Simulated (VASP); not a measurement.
Level of theory: PBEsol GGA, VASP's PBE PAW potentials (set 64) (plane waves; VASP).

A VASP calculation is set up with these files.

File POSCAR:
```
ZnS
1
    3.7155005536    -0.0000000000    -0.0000000000
   -1.8577502769     3.2177176151    -0.0000000000
    0.0000000000    -0.0000000000     6.0970061638
Zn S
2 2
Direct
  0.3333330000   0.6666670000   0.0004026866
  0.6666670000   0.3333330000   0.5004026866
  0.3333330000   0.6666670000   0.3745973134
  0.6666670000   0.3333330000   0.8745973134
```

**KPOINTS**
```
Automatic mesh
0
Gamma
7 7 4
0 0 0
```

INCAR:
```
GGA = PS   # PBEsol
LWAVE = .FALSE.
LREAL = .FALSE.
PREC = Accurate
NELM = 100   # most electronic steps
LASPH = .TRUE.
NSW = 40
ISMEAR = 0   # Gaussian
IBRION = 2
SYSTEM = ZnS
ALGO = Normal
EDIFFG = -0.02   # ionic stop
ENCUT = 500   # plane-wave cut-off (eV)
PSTRESS = 50
SIGMA = 0.05   # width (eV)
LCHARG = .FALSE.
ISIF = 3   # ions, shape and volume
LMAXMIX = 4
EDIFF = 1E-6   # SCF stop (eV)
```

POTCAR, in this order: Zn S (PBE.64 set). Program: vasp_std.

Output

OSZICAR:
```
       N       E                     dE             d eps       ncg     rms          rms(c)
DAV:   1     0.231168185866E+03    0.23117E+03   -0.17144E+04  1056   0.194E+03
DAV:   2     0.515962942203E+01   -0.22601E+03   -0.22030E+03  1122   0.377E+02
DAV:   3    -0.154661018461E+02   -0.20626E+02   -0.20548E+02  1266   0.118E+02
DAV:   4    -0.159346628358E+02   -0.46856E+00   -0.46814E+00  1206   0.186E+01
DAV:   5    -0.159435991396E+02   -0.89363E-02   -0.89353E-02  1294   0.247E+00    0.114E+01
DAV:   6    -0.150901200108E+02    0.85348E+00   -0.22861E+00  1376   0.497E+01    0.860E+00
DAV:   7    -0.151298355139E+02   -0.39716E-01   -0.22141E+00  1080   0.891E+00    0.347E+00
DAV:   8    -0.151044725601E+02    0.25363E-01   -0.94540E-02  1472   0.435E+00    0.114E+00
DAV:   9    -0.151028176329E+02    0.16549E-02   -0.33003E-02  1488   0.273E+00    0.292E-01
DAV:  10    -0.151028870601E+02   -0.69427E-04   -0.12053E-03  1256   0.466E-01    0.221E-01
DAV:  11    -0.151029806086E+02   -0.93548E-04   -0.22112E-04  1428   0.248E-01    0.567E-02
DAV:  12    -0.151029939245E+02   -0.13316E-04   -0.77176E-05  1260   0.634E-02    0.276E-02
DAV:  13    -0.151029945757E+02   -0.65120E-06   -0.16084E-06   850   0.104E-02
   1 F= -.12828205E+02 E0= -.12828205E+02  d E =-.128282E+02
```

File OUTCAR:
```
------------------------ aborting loop because EDIFF is reached ----------------------------------------
  FORCE on cell =-STRESS in cart. coord.  units (eV):
  Direction    XX          YY          ZZ          XY          YZ          ZX
  --------------------------------------------------------------------------------------
  Total        2.2310415      2.2310411      2.2908501     -0.0000000      0.0000000      0.0000000
  in kB       49.0384051     49.0383974     50.3530008     -0.0000000      0.0000000      0.0000000
  external PRESSURE =      -0.5233989 kB  Pullay stress =      50.0000000 kB
  volume of cell :       72.89
      direct lattice vectors                 reciprocal lattice vectors
     3.715500554  0.000000000  0.000000000     0.269142740  0.155389646  0.000000000
    -1.857750277  3.217717615  0.000000000     0.000000000  0.310779291  0.000000000
     0.000000000  0.000000000  6.097006164     0.000000000  0.000000000  0.164014924
  FREE ENERGIE OF THE ION-ELECTRON SYSTEM (eV)
  ---------------------------------------------------
  free  energy   TOTEN  =       -15.1029945757 eV

  energy  without entropy=      -15.1029945757  energy(sigma->0) =      -15.10299458
  enthalpy is  TOTEN    =       -12.8282045550 eV   P V=        2.2747900208

 reached required accuracy - stopping structural energy minimisation
```
(Selected blocks of OUTCAR.)

The structure was generated: ZnS was put into the wurtzite type (P6_3mc), which need not be its known phase. It was relaxed first under an external pressure of 5 GPa.
